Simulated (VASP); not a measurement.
# Driving VASP from ASE on Al2Pt

Do ASE scripts that read Al2Pt from different structure formats give one answer, and do several routes find one equilibrium volume? All runs use r2SCAN. Left out of this account: at least 1 further run (self-consistent run: a reference on another mesh). The start is a cell from a database of measured crystal structures.

Method: r2SCAN; plane waves and PAW (Al, Pt), in VASP 6.6.1.

The database entry behind the starting cell differs from later determinations by our own check (0.1 to 0.3 % short, probably kX units), so it need not match the best structure at ambient conditions.

**1. Set-up**

It takes space group Fm-3m (No. 225, cubic). Conventional cell: a = 5.910 Å, b = 5.910 Å, c = 5.910 Å, α = 90.00°, β = 90.00°, γ = 90.00°. Nearest to Al lie 4 Pt at 2.56 Å. Pt has 8 Al at 2.56 Å nearest. Farther neighbours are not listed.

**2. Total energy, forces and stress (r2SCAN, through ASE)**

A single point through ASE, with the structure read from a POSCAR.

File run.py:

```python
import numpy as np
from ase.calculators.vasp import Vasp
from ase.io import read
from ase.dft.bandgap import bandgap

atoms = read('structure.vasp')

calc = Vasp(
    xc='r2scan',
    pp='PBE',
    prec='Accurate',
    encut=400,
    ediff=1e-06,
    nelm=100,
    ismear=-1,
    sigma=0.05,
    lreal=False,
    algo='Normal',
    lasph=True,
    nbands=14,
    lorbit=11,
    lwave=False,
    lcharg=False,
    kpar=4,
    isif=2,
    pp_version='64',
    setups={'Al': '', 'Pt': ''},
    kpts=(9, 9, 9),
    gamma=True,
    txt='vasp.out',
)
atoms.calc = calc

print("energy (eV):", round(atoms.get_potential_energy(), 6))
print("Fermi level (eV):", round(calc.get_fermi_level(), 4))
print("forces (eV/A):")
print(np.round(atoms.get_forces(), 4))
print("stress (GPa, Voigt, tension positive):", np.round(atoms.get_stress() * 160.21766, 3))
gap, p1, p2 = bandgap(calc, direct=False)
print("gap on the mesh (eV):", round(gap, 4))
```

File structure.vasp:

```
Al2Pt
1.0
    0.0000000000      2.9550000000      2.9550000000
    2.9550000000      0.0000000000      2.9550000000
    2.9550000000      2.9550000000      0.0000000000
Al Pt
2 1
Direct
    0.2500000000      0.2500000000      0.2500000000
    0.7500000000      0.7500000000      0.7500000000
    0.0000000000      0.0000000000      0.0000000000
```

Potentials, in the order of the species: Al and Pt (PBE family, release 64).

Command:

```bash
export ASE_VASP_COMMAND="mpirun -np 4 vasp_std"
python run.py
```

Output:

```text
energy (eV): -67.918128
Fermi level (eV): 7.8755
forces (eV/A):
[[-0. -0. -0.]
 [ 0.  0.  0.]
 [ 0.  0.  0.]]
stress (GPa, Voigt, tension positive): [ 0.757  0.757  0.757 -0.     0.    -0.   ]
gap on the mesh (eV): 0.0
```

Wall time 12 s (4 MPI ranks of Intel Xeon 6975P-C (Granite Rapids), shared host); peak memory 0.61 GiB; 43 s of CPU time.

Lines that name or quote the potential files are left out of all logs, and their timing lines are given in words.

The INCAR that ASE wrote:

```
ENCUT = 400.000000
SIGMA = 0.050000
EDIFF = 1.00e-06
ALGO = Normal
METAGGA = R2SCAN
PREC = Accurate
ISIF = 2
ISMEAR = -1
KPAR = 4
LORBIT = 11
NBANDS = 14
NELM = 100
LASPH = .TRUE.
LCHARG = .FALSE.
LWAVE = .FALSE.
LREAL = .FALSE.
```

The KPOINTS that ASE wrote:

```
KPOINTS created by Atomic Simulation Environment
0
Gamma
9 9 9
0 0 0
```

VASP's own log, vasp.out:

```text
[banner, memory and clock lines left out]
running    4 mpi-ranks, on    1 nodes
 distrk:  each k-point on    1 cores,    4 groups
 distr:  one band on    1 cores,    1 groups

 POSCAR found type information on POSCAR AlPt
 POSCAR found :  2 types and       3 ions
|                                                                             |
|               ----> ADVICE to this user running VASP <----                  |
|                                                                             |
|     You enforced a specific xc type in the INCAR file but a different       |
|     [... a line on the potential file left out ...]
|     I HOPE YOU KNOW WHAT YOU ARE DOING!                                     |
|                                                                             |

 LDA part: xc-table for (None), standard interpolation
 POSCAR, INCAR and KPOINTS ok, starting setup
 FFT: planning ... GRIDC
 FFT: planning ... GRID_SOFT
 FFT: planning ... GRID
 WAVECAR not read
 entering main loop
       N       E                     dE             d eps       ncg     rms          rms(c)
DAV:   1    -0.159403256252E+02   -0.15940E+02   -0.60497E+03  1036   0.811E+02
DAV:   2    -0.706359429679E+02   -0.54696E+02   -0.49106E+02  1174   0.157E+02
DAV:   3    -0.718725991461E+02   -0.12367E+01   -0.12286E+01  1274   0.225E+01
DAV:   4    -0.718823312877E+02   -0.97321E-02   -0.97314E-02  1112   0.240E+00
DAV:   5    -0.718825133591E+02   -0.18207E-03   -0.18207E-03  1310   0.340E-01    0.948E+00
DAV:   6    -0.680073831663E+02    0.38751E+01   -0.29918E+00  1088   0.166E+01    0.362E+00
DAV:   7    -0.679249945673E+02    0.82389E-01   -0.23929E-01  1082   0.480E+00    0.212E+00
DAV:   8    -0.679227352448E+02    0.22593E-02   -0.36334E-02  1064   0.145E+00    0.444E-01
DAV:   9    -0.679214745168E+02    0.12607E-02   -0.13342E-02  1256   0.118E+00    0.214E-01
DAV:  10    -0.679214708522E+02    0.36646E-05   -0.58558E-04  1070   0.221E-01    0.785E-02
DAV:  11    -0.679214600861E+02    0.10766E-04   -0.98555E-05  1286   0.745E-02    0.122E-02
DAV:  12    -0.679214645142E+02   -0.44280E-05   -0.16559E-06  1040   0.120E-02    0.594E-03
DAV:  13    -0.679214616094E+02    0.29048E-05   -0.49532E-07   700   0.680E-03    0.105E-03
DAV:  14    -0.679214617637E+02   -0.15425E-06   -0.40748E-08   544   0.164E-03
   1 F= -.67921462E+02 E0= -.67918128E+02  d E =-.666678E-02
```

Parts of OUTCAR (step 2):

```text
ion  position               nearest neighbor table
   1  0.250  0.250  0.250-   3 2.56   3 2.56   3 2.56   3 2.56   2 2.96   2 2.96   2 2.96   2 2.96
                             2 2.96   2 2.96
   2  0.750  0.750  0.750-   3 2.56   3 2.56   3 2.56   3 2.56   1 2.96   1 2.96   1 2.96   1 2.96
                             1 2.96   1 2.96
   3  0.000  0.000  0.000-   2 2.56   2 2.56   2 2.56   1 2.56   2 2.56   1 2.56   1 2.56   1 2.56

  LATTYP: Found a face centered cubic cell.
 ALAT       =     5.9100000000

 Subroutine GETGRP returns: Found 48 space group operations
 (whereof 48 operations were pure point group operations)

The static configuration has the point symmetry O_h .

 Found     35 irreducible k-points:

   k-points           NKPTS =     35   k-points in BZ     NKDIM =     35   number of bands    NBANDS=     14

   dimension x,y,z NGX =    28 NGY =   28 NGZ =   28
   dimension x,y,z NGXF=    56 NGYF=   56 NGZF=   56

   ENCUT  =  400.0 eV  29.40 Ry    5.42 a.u.   6.81  6.81  6.81*2*pi/ulx,y,z

   NELECT =      16.0000    total number of electrons

 k-points in reciprocal lattice and weights: KPOINTS created by Atomic Simulation Env
   0.00000000  0.00000000  0.00000000       0.001
   0.11111111  0.00000000  0.00000000       0.011
   0.22222222  0.00000000  0.00000000       0.011
   0.33333333  0.00000000  0.00000000       0.011
   0.44444444  0.00000000  0.00000000       0.011
   0.11111111  0.11111111  0.00000000       0.008
   0.22222222  0.11111111  0.00000000       0.033
   0.33333333  0.11111111  0.00000000       0.033
   0.44444444  0.11111111  0.00000000       0.033
[...]
-0.33333333  0.44444444  0.11111111       0.033
  -0.33333333  0.44444444  0.22222222       0.033

 average (electrostatic) potential at core
       1 -75.3838       2 -75.3838       3 -72.0545

 E-fermi :   7.8755

 k-point     1 :       0.0000    0.0000    0.0000
  band No.  band energies     occupation
    ...
      2       2.4710      2.00000
      3       2.4710      2.00000
      4       2.4710      2.00000
      5       3.8868      2.00000
      6       3.8868      2.00000
      7      11.4642      0.00000
      8      11.7661      0.00000
      9      11.7661      0.00000
     10      11.7661      0.00000
     11      13.5741      0.00000
    ...

 k-point     2 :       0.1111    0.0000    0.0000
  band No.  band energies     occupation
    ...
      2       2.3748      2.00000
      3       2.5310      2.00000
      4       2.5310      2.00000
      5       3.8681      2.00000
      6       3.8681      2.00000
      7       9.8732      0.00000
      8      11.2987      0.00000
      9      11.2987      0.00000
     10      11.6893      0.00000
     11      14.0893      0.00000
    ...

 k-point     3 :       0.2222    0.0000    0.0000
  band No.  band energies     occupation
    ...
      3       2.6683      2.00000
      4       2.6683      2.00000
      5       3.8619      2.00000
      6       3.8619      2.00000
      7       7.4521      1.99958
      8      10.3990      0.00000
      9      10.3990      0.00000
     10      12.0826      0.00000
     11      13.7936      0.00000
     12      13.7936      0.00000
    ...

  Total       -0.2438738     -0.2438738     -0.2438738     -0.0000000      0.0000000     -0.0000000
  in kB       -7.5713506     -7.5713506     -7.5713506     -0.0000000      0.0000000     -0.0000000
  external PRESSURE =      -7.5713506 kB  Pullay stress =       0.0000000 kB

  energy-cutoff  :      400.00
  volume of cell :       51.61
      direct lattice vectors                 reciprocal lattice vectors
     0.000000000  2.955000000  2.955000000    -0.169204738  0.169204738  0.169204738
     2.955000000  0.000000000  2.955000000     0.169204738 -0.169204738  0.169204738
     2.955000000  2.955000000  0.000000000     0.169204738  0.169204738 -0.169204738

 POSITION                                       TOTAL-FORCE (eV/Angst)
 -----------------------------------------------------------------------------------
      1.47750      1.47750      1.47750        -0.000000     -0.000000     -0.000000
      4.43250      4.43250      4.43250         0.000000      0.000000      0.000000
      0.00000      0.00000      0.00000         0.000000      0.000000      0.000000
 -----------------------------------------------------------------------------------
    total drift:                               -0.000000     -0.000000      0.000000

  FREE ENERGIE OF THE ION-ELECTRON SYSTEM (eV)
  ---------------------------------------------------
  free  energy   TOTEN  =       -67.9214617637 eV

  energy  without entropy=      -67.9147949790  energy(sigma->0) =      -67.91812837

 total charge
# of ion       s       p       d       tot
------------------------------------------
    1        0.397   0.377   0.000   0.774
    2        0.397   0.377   0.000   0.774
    3        0.834   0.737   8.157   9.728
--------------------------------------------------
tot          1.628   1.491   8.157  11.276

[... 3 further parts left out ...]
```

The PAW data sets were made with PBE, which is usual practice but a small mismatch for other functionals.

Numbers from this step:

```yaml
scf_cycles: 14
electrons: 16
bands: 14
irreducible_k_points: 35
symmetry_operations: 48
free_energy_toten: -67.9215 eV
energy_at_zero_smearing: -67.9181 eV
fermi_energy: 7.875 eV
pressure: -0.7571 GPa
metallic_judged_on_the_points_sampled: yes
```

The pressure is -0.76 GPa and the largest force 0.000 eV/Å, so the cell is not at a minimum at these settings.

[end of part 1 of 4]

[Lines on the potential files, build, host, timing and source positions are cut from VASP's logs without a mark.]

[Logs are printed without paths, hosts, clocks, repeated set-up lines and the standing remarks that a program may print on its own settings, such as how far it seeks lower states.]

[Hosts, paths, dates, database ids (printed as entryN), source tags and the programs' standing remarks are cut or masked in the printed files.]

[A measured line is paired with the nearest computed mode of its activity, which favours agreement.]

[In band tables of VASP the shares of atoms and orbitals are scaled to a sum of 1 inside the atoms' spheres.]
